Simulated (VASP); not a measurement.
Consider the following.

```yaml
crystal:
  lattice:
    - [3.38167, 0.00000, 0.00000]
    - [-1.69084, 2.92861, 0.00000]
    - [0.00000, 0.00000, 5.45533]
  atoms:
    - { symbol: Ge, position: [0.00000, 0.00000, 0.00000] }
    - { symbol: Be, position: [0.33333, 0.66667, 0.25200] }
    - { symbol: Be, position: [0.66667, 0.33333, 0.74800] }
```

Level of theory: PBE GGA, VASP's PBE PAW potentials (set 64) (plane waves; VASP). Settings: 400 eV cut-off, 8×8×4 Γ-centred mesh, first-order Methfessel-Paxton smearing of 0.10 eV, potentials Ge_d Be.

Q: Give the force on each atom (eV/Å).

A: 
```tsv
atom	Fx	Fy	Fz
Ge1	0.000	0.000	0.000
Be2	0.000	0.000	0.248
Be3	0.000	0.000	-0.248
```

Q: Give the stress tensor in GPa (positive for a compressed cell).

A: 
```
-4.31   0.00   0.00
 0.00  -4.31   0.00
 0.00   0.00  -9.47
```
The pressure is its mean diagonal, -6.03 GPa.

The structure was generated: Be2Ge was put into the CdI2 type (P-3m1), which need not be its known phase. The cell was not relaxed at this level.
